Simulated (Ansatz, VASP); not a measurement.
# LiBeF3: VASP beside Ansatz

Aim: how closely do two programs agree when they are given the same cell, functional and k mesh? The cell is generated by rule, not measured, and may not be a known phase. Of the first pair: The cell is taken from a series of runs on this material, whose earlier steps may have relaxed, scaled, displaced or heated it; both programs get it as it stands.

Main program and level: Ansatz 0.2.0; plane waves, with VASP 6.6.1 beside it; relaxation of cell and atoms at PBE.

**1. Starting point**

Symmetry: Amm2, No. 38, orthorhombic system. The conventional cell has a = 2.768 Å, b = 5.228 Å, c = 8.169 Å, α = 90.00°, β = 90.00°, γ = 90.00°. Nearest to Li lie 5 F at 1.94 to 2.05 Å. Nearest to Be lie 4 F at 1.52 to 1.65 Å. Nearest to F lie 1 Be at 1.52 Å and 2 Li at 1.94 Å. Nearest to F lie 2 Be at 1.65 Å and 1 Li at 2.05 Å. Farther neighbours and most contacts between anions are not listed.

**2. VASP: relaxation of cell and atoms, PBE, pair 1**

The relaxed volume is the usual yardstick between codes: in a stiff, nearly cubic crystal its relative difference is about their pressure difference at one cell divided by the bulk modulus.

Lines of VASP's logs that name or quote its potential files are left out, and so is its time.

INCAR

```
SYSTEM = LiBeF3
PREC = Accurate
ENCUT = 750
EDIFF = 1E-07
NELM = 120
ISMEAR = 0
SIGMA = 0.01
LREAL = .FALSE.
ALGO = Normal
GGA = PE
NBANDS = 19
LORBIT = 11
LWAVE = .FALSE.
LCHARG = .FALSE.
ISIF = 3
IBRION = 2
NSW = 80
EDIFFG = -0.005
LASPH = .TRUE.
GGA_COMPAT = .FALSE.
NELMIN = 4
EFERMI = MIDGAP
KPAR = 2
```

POSCAR

```
LiBeF3
1.0
    2.7675290000      0.0000000000      0.0000000000
    0.0000000000      2.6139280000      4.0846970000
    0.0000000000     -2.6139280000      4.0846970000
Li Be F
1 1 3
Direct
    0.0000000000      0.2083354041      0.2083354041
    0.4999998193      0.5691310763      0.5691310763
    0.4999998193      0.4194827777      0.9153981204
    0.4999998193      0.9153981204      0.4194827777
    0.0000000000      0.4590215627      0.4590215627
```

KPOINTS

```
Automatic mesh
0
Gamma
8 4 4
0 0 0
```

Potentials, in the order of the species: Li_sv, Be and F (PBE family, release 64).

The run is started by

```console
$ mpirun -np 2 vasp_std
```

Numbers of over 12 decimals in the logs are rounded to 6 here.

Output:

```text
[banner, memory and clock lines left out]
running    2 mpi-ranks, on    1 nodes
 distrk:  each k-point on    1 cores,    2 groups
 distr:  one band on    1 cores,    1 groups

 POSCAR found type information on POSCAR LiBeF
 POSCAR found :  3 types and       5 ions
 LDA part: xc-table for (Slater+PW92), standard interpolation
 POSCAR, INCAR and KPOINTS ok, starting setup
 FFT: planning ... GRIDC
 FFT: planning ... GRID_SOFT
 FFT: planning ... GRID
 WAVECAR not read
 entering main loop
       N       E                     dE             d eps       ncg     rms          rms(c)
DAV:   1     0.212700905955E+03    0.21270E+03   -0.17503E+04  1330   0.178E+03
DAV:   2    -0.143762853052E+02   -0.22708E+03   -0.22149E+03  1623   0.388E+02
DAV:   3    -0.275315959829E+02   -0.13155E+02   -0.13109E+02  1934   0.907E+01
DAV:   4    -0.286774646774E+02   -0.11459E+01   -0.11437E+01  2262   0.147E+01
DAV:   5    -0.286895127233E+02   -0.12048E-01   -0.12046E-01  1782   0.196E+00    0.828E+00
DAV:   6    -0.268337851956E+02    0.18557E+01   -0.69213E+00  1528   0.200E+01    0.272E+00
DAV:   7    -0.268109416675E+02    0.22844E-01   -0.19755E-01  1627   0.356E+00    0.174E+00
DAV:   8    -0.268133568946E+02   -0.24152E-02   -0.70842E-02  1559   0.278E+00    0.308E-01
DAV:   9    -0.268148138035E+02   -0.14569E-02   -0.84094E-03  1709   0.783E-01    0.150E-01
DAV:  10    -0.268170383736E+02   -0.22246E-02   -0.23297E-03  1456   0.383E-01    0.834E-02
DAV:  11    -0.268169469286E+02    0.91445E-04   -0.62679E-04  1578   0.210E-01    0.146E-02
DAV:  12    -0.268169534349E+02   -0.65063E-05   -0.36363E-05  1548   0.583E-02    0.605E-03
DAV:  13    -0.268169544747E+02   -0.10398E-05   -0.29617E-06  1683   0.181E-02    0.181E-03
DAV:  14    -0.268169546563E+02   -0.18158E-06   -0.23416E-07  1672   0.444E-03    0.722E-04
DAV:  15    -0.268169546749E+02   -0.18581E-07   -0.31292E-08  1419   0.222E-03
   1 F= -.26816955E+02 E0= -.26816955E+02  d E =-.268170E+02
[... from here on, the cycles between the ionic steps are left out ...]
   2 F= -.26817249E+02 E0= -.26817249E+02  d E =-.294010E-03
   3 F= -.26817349E+02 E0= -.26817349E+02  d E =-.394675E-03
   4 F= -.26817361E+02 E0= -.26817361E+02  d E =-.406090E-03
   5 F= -.26817464E+02 E0= -.26817464E+02  d E =-.103555E-03
   6 F= -.26817464E+02 E0= -.26817464E+02  d E =-.103562E-03
   7 F= -.26817547E+02 E0= -.26817547E+02  d E =-.821986E-04
   8 F= -.26817560E+02 E0= -.26817560E+02  d E =-.953486E-04
   9 F= -.26817562E+02 E0= -.26817562E+02  d E =-.974127E-04
 curvature:  -1.77 expect dE=-0.512E-04 dE for cont linesearch -0.202E-07
 trial: gam= 0.31684 g(F)=  0.186E-04 g(S)=  0.103E-04 ort =-0.140E-05 (trialstep = 0.138E+01)
 search vector abs. value=  0.452E-04
 bond charge predicted
       N       E                     dE             d eps       ncg     rms          rms(c)
DAV:   1    -0.268176757170E+02   -0.11394E-03   -0.11454E-02  1333   0.964E-01    0.797E-02
DAV:   2    -0.268175997984E+02    0.75919E-04   -0.28184E-04  1769   0.147E-01    0.351E-02
DAV:   3    -0.268175849371E+02    0.14861E-04   -0.19185E-05  1733   0.435E-02    0.147E-02
DAV:   4    -0.268175816507E+02    0.32864E-05   -0.52357E-06  1733   0.229E-02    0.239E-03
DAV:   5    -0.268175816764E+02   -0.25749E-07   -0.58110E-07  1824   0.644E-03
  10 F= -.26817582E+02 E0= -.26817582E+02  d E =-.199371E-04
 trial-energy change:   -0.000020  1 .order   -0.000020   -0.000039    0.000000
 step:   1.3718(harm=  1.3710)  dis= 0.00055  next Energy=   -26.817582 (dE=-0.199E-04)
 reached required accuracy - stopping structural energy minimisation
```

Parts of OUTCAR (step 2):

```text
ion  position               nearest neighbor table
   1  0.000  0.208  0.208-   3 1.94   4 1.94   3 1.94   4 1.94   5 2.05
   2  0.500  0.569  0.569-   3 1.52   4 1.52   5 1.65   5 1.65
   3  0.500  0.419  0.915-   2 1.52   1 1.94   1 1.94
   4  0.500  0.915  0.419-   2 1.52   1 1.94   1 1.94
   5  0.000  0.459  0.459-   2 1.65   2 1.65   1 2.05

  LATTYP: Found a base centered orthorhombic cell.
 ALAT       =     5.2278560000
 B/A-ratio  =     1.5626662249
 C/A-ratio  =     0.5293812607

 Subroutine GETGRP returns: Found  4 space group operations
 (whereof  4 operations were pure point group operations)

The static configuration has the point symmetry C_2v.

 Found     35 irreducible k-points:

   k-points           NKPTS =     35   k-points in BZ     NKDIM =     35   number of bands    NBANDS=     19

   dimension x,y,z NGX =    28 NGY =   48 NGZ =   48
   dimension x,y,z NGXF=    56 NGYF=   96 NGZF=   96

   ENCUT  =  750.0 eV  55.12 Ry    7.42 a.u.   6.18 10.83 10.83*2*pi/ulx,y,z

   NELECT =      26.0000    total number of electrons

 k-points in reciprocal lattice and weights: Automatic mesh
   0.00000000  0.00000000  0.00000000       0.008
   0.12500000  0.00000000  0.00000000       0.016
   0.25000000  0.00000000  0.00000000       0.016
   0.37500000  0.00000000  0.00000000       0.016
   0.50000000  0.00000000  0.00000000       0.008
   0.00000000  0.25000000  0.00000000       0.031
   0.12500000  0.25000000  0.00000000       0.062
   0.25000000  0.25000000  0.00000000       0.062
   0.37500000  0.25000000  0.00000000       0.062
[...]
0.37500000  0.50000000  0.50000000       0.016
   0.50000000  0.50000000  0.50000000       0.008

 average (electrostatic) potential at core
       1 -62.9368       2 -38.9202       3 -79.1141       4 -79.1141       5 -80.1836

 E-fermi :   0.6207

 k-point     1 :       0.0000    0.0000    0.0000
  band No.  band energies     occupation
    ...
      9      -4.0337      2.00000
     10      -3.9318      2.00000
     11      -3.4575      2.00000
     12      -3.2179      2.00000
     13      -3.1951      2.00000
     14       4.3890      0.00000
     15       8.4121      0.00000
     16      10.0223      0.00000
     17      10.8018      0.00000
     18      11.7315      0.00000
    ...

 k-point     2 :       0.1250    0.0000    0.0000
  band No.  band energies     occupation
    ...
      9      -4.0964      2.00000
     10      -3.9610      2.00000
     11      -3.7082      2.00000
     12      -3.4372      2.00000
     13      -3.2062      2.00000
     14       4.7947      0.00000
     15       8.8691      0.00000
     16      10.0400      0.00000
     17      11.2352      0.00000
     18      11.7830      0.00000
    ...

 k-point     3 :       0.2500    0.0000    0.0000
  band No.  band energies     occupation
    ...
      9      -4.4103      2.00000
     10      -4.3232      2.00000
     11      -3.9154      2.00000
     12      -3.8144      2.00000
     13      -3.2142      2.00000
     14       5.8587      0.00000
     15       9.7859      0.00000
     16      10.3514      0.00000
     17      11.8910      0.00000
     18      12.3221      0.00000
    ...

  Total       -0.0036251      0.0083394     -0.0040862      0.0000000      0.0000000      0.0000000
  in kB       -0.0990675      0.2279009     -0.1116689      0.0000000      0.0000000      0.0000000
  external PRESSURE =       0.0057215 kB  Pullay stress =       0.0000000 kB

  energy-cutoff  :      750.00
  volume of cell :       58.63
      direct lattice vectors                 reciprocal lattice vectors
     2.765885171  0.000000000  0.000000000     0.361547909  0.000000000  0.000000000
     0.000000000  2.610138560  4.060412934     0.000000000  0.191560712  0.123140185
     0.000000000 -2.610138560  4.060412934     0.000000000 -0.191560712  0.123140185

 POSITION                                       TOTAL-FORCE (eV/Angst)
 -----------------------------------------------------------------------------------
      0.00000      0.00000      1.69576         0.000000      0.000000     -0.004348
      1.38294      0.00000      4.61983         0.000000      0.000000      0.003753
      1.38294     -1.29638      5.42278         0.000000     -0.000945      0.000177
      1.38294      1.29638      5.42278         0.000000      0.000945      0.000177
      0.00000      0.00000      3.72049         0.000000      0.000000      0.000241
 -----------------------------------------------------------------------------------
    total drift:                                0.001823      0.000000      0.000131

  FREE ENERGIE OF THE ION-ELECTRON SYSTEM (eV)
  ---------------------------------------------------
  free  energy   TOTEN  =       -26.8175816764 eV

  energy  without entropy=      -26.8175816764  energy(sigma->0) =      -26.81758168

 reached required accuracy - stopping structural energy minimisation

 total charge
# of ion       s       p       d       tot
------------------------------------------
    1        2.016   0.044   0.000   2.060
    2        0.409   0.785   0.000   1.194
    3        1.727   4.442   0.000   6.169
    4        1.727   4.442   0.000   6.169
    5        1.726   4.436   0.000   6.161
--------------------------------------------------
tot          7.604  14.149   0.000  21.753

[... 3 further parts left out ...]
```

**3. Ansatz: relaxation of cell and atoms, PBE, pair 1**

Ansatz runs on its PAW soft_1 files.

The same cell, functional and mesh now go to Ansatz, which takes its cutoff from its data sets.

input.yaml

```yaml
crystal:
  lattice:
    - [2.7675287613, 0.0, 0.0]
    - [0.0, 2.6139276611, 4.0846971522]
    - [0.0, -2.6139276611, 4.0846971522]
  atoms:
    - { symbol: Li, position: [0.0, 0.2083353652, 0.2083353652] }
    - { symbol: Be, position: [0.5, 0.5691309961, 0.5691309961] }
    - { symbol: F, position: [0.5, 0.4194826216, 0.9153982174] }
    - { symbol: F, position: [0.5, 0.9153982174, 0.4194826216] }
    - { symbol: F, position: [0.0, 0.4590215842, 0.4590215842] }
kpoints:
  mp_grid: { grid: [8, 4, 4] }
hamiltonian:
  xc: pbe
  pseudopotentials: { kind: paw, azcp: { folder: soft_1 } }
scf:
  occupations: { method: fixed }
output:
  forces: true
  stress: true
  eigenvalues: true
relax:
  adjacent_minimum: "off"
  f_tol: 0.001
  max_steps: 60
  cell: { stress_tol: 0.01 }
```

The run is started by

```console
$ ansatz run input.yaml --threads 4 --pin off --max-ram 16384MiB --backend cpu --events-out ev --progress --plain --runs-dir out
```

Output:

```text
Engine: ansatz 0.2.0, aarch64-unknown-linux-gnu
Pseudopotentials: kind: paw
Pseudopotential: Li, paw, valence charge 3, recommended cutoff 420 eV (normal), soft_1/Li.paw.azcp
Pseudopotential: Be, paw, valence charge 2, recommended cutoff 420 eV (normal), soft_1/Be.paw.azcp
Pseudopotential: F, paw, valence charge 7, recommended cutoff 420 eV (normal), soft_1/F.paw.azcp
Functional definition: PBE
  parameter kappa = 0.804
  parameter beta = 0.066725
  exchange = pbe_x(kappa = kappa, mu = beta*pi^2/3)
  correlation = pbe_c(beta = beta)
Crystal: 5 atoms, lattice volume = 59.098 Å³
Basis set: ecut = 420 eV, 1153 PW (Γ), exchange–correlation on 40×72×72 points (8 copies of the dense FFT grid, shifted against one another)
Bands: 18, of which v1, the nominal top of the filled ones, is band 13 counted from 1 (12 counted from 0)
Symmetry: 4 space group operations
Space group: Amm2 (ITA 38), of the structure as read, at distance tolerance 3.9e-5 Å
k-points: 35 of 128 (time reversal used)
Non-local potential: Li, projectors of the file, l = 0: 3, l = 1: 2, l = 2: 1
Non-local potential: Be, projectors of the file, l = 0: 2, l = 1: 2, l = 2: 1
Non-local potential: F, projectors of the file, l = 0: 2, l = 1: 2, l = 2: 1
PAW form: soft (Blöchl's): semilocal exchange-correlation on the pseudo side does not see the compensation charge
PAW one-centre angular grid: Li, 110 points (default); XC on 96 Gauss nodes
PAW one-centre angular grid: Be, 110 points (default); XC on 64 Gauss nodes
PAW one-centre angular grid: F, 110 points (default); XC on 64 Gauss nodes
Initial density: superposition of atomic densities (chi_scale 0.1, normalization cell, long waves kept (reshape's long-wave potential 0.06 eV rms))
Initial wavefunctions: pseudopotential atomic-orbital guess
Functional: x = pbe(κ = 0.804, μ = 0.219515), c = pbe(β = 0.066725)
SCF iter   1: F=—  HF=-2730.394700 eV  |F-HF|=—  |Δ(HF+E_count)|=         —  Δρ=6.56e-2  dr2=2.33e0  ethr=3.10e-3  ⟨swp⟩=4.9  Hψ=3041  notcnv=0  defer=98
preconditioner: auto → none  [insulator: Δε(μ)=8.264 eV  Ē_g=19.837 eV  n_scr=8 (ndim 8)  ℏωp=23.7 eV  f_vac=0.132  ε∞_Penn≈2.4]
SCF iter   2: F=—  HF=-2729.935473 eV  |F-HF|=—  |Δ(HF+E_count)|=   4.59e-1  Δρ=3.42e-2  dr2=3.50e-1  ethr=3.10e-3  ⟨swp⟩=2.0  Hψ=1414  notcnv=0  defer=69
SCF iter   3: F=—  HF=-2729.890810 eV  |F-HF|=—  |Δ(HF+E_count)|=   4.47e-2  Δρ=1.22e-2  dr2=7.21e-2  ethr=1.35e-3  ⟨swp⟩=2.5  Hψ=1243  notcnv=0  defer=99
SCF iter   4: F=—  HF=-2729.892636 eV  |F-HF|=—  |Δ(HF+E_count)|=   1.83e-3  Δρ=2.48e-3  dr2=2.17e-3  ethr=2.77e-4  ⟨swp⟩=2.6  Hψ=1067  notcnv=0  defer=105
SCF iter   5: F=—  HF=-2729.892849 eV  |F-HF|=—  |Δ(HF+E_count)|=   2.14e-4  Δρ=1.19e-3  dr2=3.55e-4  ethr=8.36e-6  ⟨swp⟩=2.0  Hψ=1301  notcnv=0  defer=105
SCF iter   6: F=—  HF=-2729.892869 eV  |F-HF|=—  |Δ(HF+E_count)|=   2.03e-5  Δρ=3.03e-4  dr2=2.51e-5  ethr=1.37e-6  ⟨swp⟩=2.0  Hψ=1049  notcnv=0  defer=105
SCF iter   7: F=—  HF=-2729.892953 eV  |F-HF|=—  |Δ(HF+E_count)|=   8.32e-5  Δρ=5.46e-5  dr2=8.64e-7  ethr=9.66e-8  ⟨swp⟩=2.6  Hψ=1033  notcnv=0  defer=97
SCF iter   8: F=-2729.892954 eV  HF=-2729.892954 eV  |F-HF|=1.94e-8  |Δ(HF+E_count)|=   1.22e-6  Δρ=5.99e-6  dr2=9.66e-9  ethr=3.85e-10  ⟨swp⟩=10.0  Hψ=3312  notcnv=0
SCF 1 converged in 8 iterations: F = -2729.892954 eV  dr2 = 9.66e-9
  greatest PAW one-centre occupation: 1.000 electrons in one spin orbital (limit 2), on the Li atom at site 0 (counted from 0), in its partial waves of l = 0
relax step   1: F+E_penalty+E_count = -2729.89295394 eV  Δ(F+E_penalty+E_count) = +0.000e0 eV  max|allowed force component| = 2.497e-4 eV/Å  Δτ_max = 0.0000 Å  P = +0.001 GPa  Ω = 59.098 Å³  (8 SCF iters, dr2 threshold 1.00e-7 eV, accepted)
Initial density: handed on by an earlier stage of this run
Initial wavefunctions: pseudopotential atomic-orbital guess (no wavefunctions were taken with the density)
iter 1 solved again at ethr=1.38e-7 eV; its pass at ethr=3.10e-3 eV (dr2=3.58e-5 eV) is discarded
SCF iter   1: F=—  HF=-2729.892898 eV  |F-HF|=—  |Δ(HF+E_count)|=         —  Δρ=8.91e-6  dr2=2.01e-8  ethr=1.38e-7  ⟨swp⟩=2.7  Hψ=4516  notcnv=0  defer=104
preconditioner: auto → none  [insulator: Δε(μ)=7.534 eV  Ē_g=19.398 eV  n_scr=8 (ndim 8)  ℏωp=23.7 eV  f_vac=0.238  ε∞_Penn≈2.5]
SCF iter   2: F=—  HF=-2729.892954 eV  |F-HF|=—  |Δ(HF+E_count)|=   5.62e-5  Δρ=4.67e-6  dr2=6.60e-9  ethr=7.74e-11  ⟨swp⟩=3.1  Hψ=1246  notcnv=0  defer=94
SCF iter   3: F=—  HF=-2729.892954 eV  |F-HF|=—  |Δ(HF+E_count)|=   6.54e-9  Δρ=2.77e-6  dr2=1.76e-9  ethr=2.54e-11  ⟨swp⟩=2.5  Hψ=847  notcnv=0  defer=94
SCF iter   4: F=—  HF=-2729.892954 eV  |F-HF|=—  |Δ(HF+E_count)|=   4.83e-9  Δρ=1.36e-6  dr2=6.20e-10  ethr=6.76e-12  ⟨swp⟩=2.0  Hψ=977  notcnv=0  defer=94
SCF iter   5: F=—  HF=-2729.892954 eV  |F-HF|=—  |Δ(HF+E_count)|=  1.59e-10  Δρ=2.43e-7  dr2=1.55e-11  ethr=2.38e-12  ⟨swp⟩=2.0  Hψ=927  notcnv=0  defer=94
SCF iter   6: F=—  HF=-2729.892954 eV  |F-HF|=—  |Δ(HF+E_count)|=  4.55e-13  Δρ=1.08e-7  dr2=2.74e-12  ethr=1.00e-12  ⟨swp⟩=1.0  Hψ=595  notcnv=0  defer=94
SCF iter   7: F=-2729.892954 eV  HF=-2729.892954 eV  |F-HF|=9.09e-13  |Δ(HF+E_count)|=  2.73e-12  Δρ=3.48e-8  dr2=2.80e-13  ethr=1.00e-12  ⟨swp⟩=9.1  Hψ=3057  notcnv=0
SCF 2 converged in 7 iterations: F = -2729.892954 eV  dr2 = 2.80e-13
relax step   2: F+E_penalty+E_count = -2729.89295394 eV  Δ(F+E_penalty+E_count) = -2.446e-9 eV  max|allowed force component| = 2.588e-4 eV/Å  Δτ_max = 0.0000 Å  P = +0.001 GPa  Ω = 59.098 Å³  stress off target by 6.54e-3 GPa  SCF on the basis re-selected at this cell (its energy is not comparable with the rows above)  (7 SCF iters)
basis re-selected at this cell: Δ(F+E_penalty+E_count) = -2.446e-9 eV, ΔP = +0.000 GPa vs the last step (what re-selecting the basis moved, of the pressure what is left beyond the Pulay correction that the steps carried, after the strain that the cell walked since its last selection, with what the two solves' SCF thresholds leave and, on support functions, any second-order correction that the steps lacked; it is no m [...]
SCF converged after 7 iterations
Free energy (F): -2729.892954 eV
Harris-Foulkes:  -2729.892954 eV  (|F-HF|=9.09e-13)
Internal energy: -2729.892954 eV  (E = F + TS)
E sigma→0 (E₀):  -2729.892954 eV
Fermi energy:    -1.655019 eV
--- Per-component energies (eV) ---
  E_band       = -278.295050
  E_kinetic    = 633.027129
  E_local      = -2391.699030  (includes V_loc(G=0)·N_el)
  E_nonlocal   = 246.270188
  E_hartree    = 901.221257
  E_xc         = -260.938809
  E_vxc        = -329.143538  (∫ρ·V_xc dr)
  E_paw        = -699.111082  (= ΣΔE_a)
  E_vpaw       = -239.194709  (= ΣTr[D̂ρ^β])
  E_aug_tail   = 0.002398  (compensation charges beyond the density's cutoff)
  E_ewald      = -1158.665005
  E_smearing   = -0.000000  (= −TS)
  E_closure    = -0.000000  (closes the sum)
  Σ components = -2729.892954   (vs F -2729.892954, Δ=0.00e0)
--- Forces (eV/Å), atoms counted from 1 ---
  atom   1  Li    -0.00000000     0.00000000     0.00008306
  atom   2  Be    -0.00000000     0.00000000    -0.00019284
  atom   3  F      0.00000000     0.00025882    -0.00006900
  atom   4  F      0.00000000    -0.00025882    -0.00006900
  atom   5  F      0.00000000     0.00000000     0.00025384
  max |Σ_I F_I| component: 6.06e-6 eV/Å
--- Stress (GPa, compression-positive) ---
       -0.000952      -0.000000       0.000000
       -0.000000      -0.002509      -0.000000
        0.000000      -0.000000       0.006544
  P = ⅓ Tr σ = 0.0010 GPa (0.010 kbar)
--- Band table (eV; the first three rows and the last of 35) ---
  k-point 0: bands = [... 9 lower, -2.4351, -1.9566, -1.7230, -1.6960, 5.8792, 9.9046, 11.4922, 12.2624, ... 1 higher]
  k-point 1: bands = [... 9 lower, -2.5041, -1.9375, -1.9195, -1.7438, 6.4878, 9.4521, 10.9028, 12.4990, ... 1 higher]
  k-point 2: bands = [... 9 lower, -2.6534, -2.1007, -1.9009, -1.8092, 7.6982, 8.2459, 10.5598, 13.1501, ... 1 higher]
  k-point 34: bands = [... 9 lower, -2.7818, -2.4365, -2.3915, -1.6550, 10.3093, 11.2138, 11.3536, 12.2925, ... 1 higher]
--- Relaxed structure (1 steps of the walk, 1 accepted, 1 SCFs on fresh bases) ---
  F+E_penalty+E_count = -2729.89295394 eV   max|allowed force component| = 2.588e-4 eV/Å   (the final SCF, on the basis selected at the relaxed cell)
  cell:  # Å, volume = 59.0984 Å³
    - [2.7675287613, 0.0, 0.0]
    - [0.0, 2.6139276611, 4.0846971522]
    - [0.0, -2.6139276611, 4.0846971522]
  atoms:
    - { symbol: Li, position: [0.0, 0.208335, 0.208335] }
    - { symbol: Be, position: [0.5, 0.569131, 0.569131] }
    - { symbol: F, position: [0.5, 0.419483, 0.915398] }
    - { symbol: F, position: [0.5, 0.915398, 0.419483] }
    - { symbol: F, position: [0.0, 0.459022, 0.459022] }
```

**4. Comparison**

Known differences besides the potentials themselves: fixed occupations in Ansatz, narrow Gaussian smearing in VASP; the cutoff is 420 eV in Ansatz and 750 eV in VASP; Ansatz adds a Pulay correction to the stress that steers its cell, VASP none. Total energies have different zeros and are not compared.

Both answers:

| quantity | Ansatz | VASP | difference |
| --- | --- | --- | --- |
| volume (Å³) | 59.10 | 58.63 | +0.80 % |
| edge a after relaxation, in the typed setting (Å) | 2.768 | 2.766 | +0.06 % |
| edge b after relaxation, in the typed setting (Å) | 4.849 | 4.827 | +0.47 % |

(Part 1 of 2 ends here.)

[Lines on the potential files, build, host, timing and source positions are cut from VASP's logs without a mark.]

[Logs are printed without paths, hosts, clocks, repeated set-up lines and the standing remarks that a program may print on its own settings, such as how far it seeks lower states.]

[Hosts, paths, dates, database ids (printed as entryN), source tags and the programs' standing remarks are cut or masked in the printed files.]
